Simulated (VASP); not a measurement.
Data:

```yaml
crystal:
  lattice:
    - [0.00000, 3.37058, 3.37058]
    - [3.37058, 0.00000, 3.37058]
    - [3.37058, 3.37058, 0.00000]
  atoms:
    - { symbol: Mg, position: [0.25000, 0.25000, 0.25000] }
    - { symbol: Mg, position: [0.75000, 0.75000, 0.75000] }
    - { symbol: Sn, position: [0.00000, 0.00000, 0.00000] }
```

These are PBEsol GGA, VASP's PBE PAW potentials (set 64) (plane waves; VASP) values and carry that method's errors. Numerical set-up: 520 eV cut-off, 11×11×11 Γ-centred mesh, tetrahedra with Blöchl corrections, potentials Mg Sn_d.

Unless said otherwise, spin-orbit coupling is left out, though it shifts the bands of the heavy elements here.

Q: What does the run give for the energy per atom (σ→0), band gap (on the k-mesh) with the smallest direct gap where there is one?

A: 
```json
{
 "band gap (on the k-mesh)": "none (metal, semimetal or under 0.01 eV)",
 "energy per atom (σ→0)": "-2.778 eV/atom"
}
```

Only differences to runs with the same potentials and settings are physical.

The compound is Mg2Sn in the antifluorite structure. It was relaxed first.
